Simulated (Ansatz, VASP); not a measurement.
## Two plane-wave programs on KMgH3

```
CELL_PARAMETERS angstrom
4.12563 0.00000 0.00000
0.00000 4.12563 0.00000
0.00000 0.00000 3.82375
ATOMIC_POSITIONS crystal
K 0.00000 0.00000 0.00000
Mg 0.50000 0.50000 0.50000
H 0.00000 0.50000 0.50000
H 0.50000 0.00000 0.50000
H 0.50000 0.50000 0.00000
```

Change from the starting cell: strain +0.025 along x and y, -0.050 along z, atoms carried along.

Alike in both runs: task single point; functional LDA; k mesh 8 × 8 × 8; occupations gaussian, width 0.05 eV; no spin polarisation.

```csv
,VASP,Ansatz
version,VASP 6.6.1,Ansatz 0.2.0
potentials or method,"VASP PAW LDA potentials, release 64 (K_sv, Mg, H)","scalar-relativistic, plane waves, PAW"
plane-wave cutoff (eV),520,420
valence electrons in the cell,14,22
```

|  | VASP | Ansatz | Ansatz less VASP |
| --- | --- | --- | --- |
| gap on the k mesh at the Fermi level (eV) | 2.09 | 2.09 | +0.003 |
| least direct gap on the mesh (eV) | 4.16 | 4.16 | -0.002 |
| pressure (GPa) | -2.9 | -2.7 | +0.26 |
| largest component of the traceless stress (GPa) | 2.47 | 2.46 | -0.014 |

The two sets of potentials don't hold the same shells in valence.

A k mesh can miss the band edges.
